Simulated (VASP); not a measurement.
Input:

```
P
1.0
    3.24067     0.00000     0.00000
   -1.62034     2.80651     0.00000
    0.00000     0.00000    11.37402
P
4
Direct
  0.33333   0.66667   0.05448
  0.66667   0.33333   0.55448
  0.66667   0.33333   0.94552
  0.33333   0.66667   0.44552
```

Level of theory: PBEsol GGA, VASP's PBE PAW potentials (set 64) (plane waves; VASP 6.6.1). Run with 400 eV cut-off, 9×9×3 Γ-centred mesh, tetrahedra with Blöchl corrections, potentials P.

Question: What does the run give for the energy per atom (σ→0)?

Answer: 
energy per atom (σ→0): -5.702 eV/atom

The absolute energy has meaning only against runs of the same code, potentials and settings.

The structure was generated: P was put into the lonsdaleite type (P6_3/mmc), which need not be its known phase. It was relaxed first, which changed the volume by +67 %.
